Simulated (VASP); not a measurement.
TiMoSe4:

```xyz
6
Lattice="3.4200 0.0000 0.0000 -1.7100 2.9618 0.0000 0.0000 0.0000 13.6800" Properties=species:S:1:pos:R:3 pbc="T T T"
Ti    0.0000    0.0000    0.0000
Mo    0.0000    1.9745    6.8400
Se    0.0000    1.9745    1.5458
Se    1.7100    0.9873   12.1342
Se    0.0000    0.0000    5.1710
Se    0.0000    0.0000    8.5090
```

The cell was built by a generator and needn't be a form met in nature.

- Program: VASP 6.6.1
- Task: relaxation of cell and atoms
- Functional: PBE
- Potentials or basis: VASP PAW PBE potentials, release 64 (Ti_sv, Mo_sv, Se)
- Cutoff: 520 eV
- k mesh: 5 × 5 × 1
- Occupations: gaussian, width 0.15 eV
- Spin: no spin polarisation

At the start: pressure 0.4 GPa; volume 23.09 Å³/atom.

Where does the relaxation end?

Over 6 steps the energy falls by 8.6 meV/atom and the volume is 23.22 Å³/atom (+0.6 %); space group P3m1 (No. 156, to 0.05 Å).

Step by step:
| step | energy change (eV) | largest force (eV/Å) | pressure (GPa) | volume (Å³) |
| --- | --- | --- | --- | --- |
| 1 | 0.0000 | 0.6420 | 0.42 | 138.57 |
| 2 | -0.0435 | 0.2982 | -0.30 | 139.80 |
| 3 | -0.0474 | 0.2000 | -0.85 | 140.44 |
| 4 | -0.0476 | 0.2151 | -0.96 | 140.33 |
| 5 | -0.0409 | 0.3519 | 1.36 | 137.72 |
| 6 | -0.0517 | 0.0557 | 0.08 | 139.35 |

Final structure:
```xyz
6
Lattice="3.4194 0.0000 0.0000 -1.7097 2.9613 0.0000 0.0000 0.0000 13.7614" Properties=species:S:1:pos:R:3 pbc="T T T"
Ti    0.0000    0.0000    0.0008
Mo    0.0000    1.9742    6.8808
Se    0.0000    1.9742    1.6023
Se    1.7097    0.9871   12.1589
Se    0.0000    0.0000    5.2434
Se    1.7097    2.9613    8.5173
```

Caveat: the k mesh is coarse (spacing up to 0.46 Å⁻¹), so the values aren't converged; this functional lacks dispersion, which binds the layers, so the pressure and a relaxed spacing across them are unreliable.
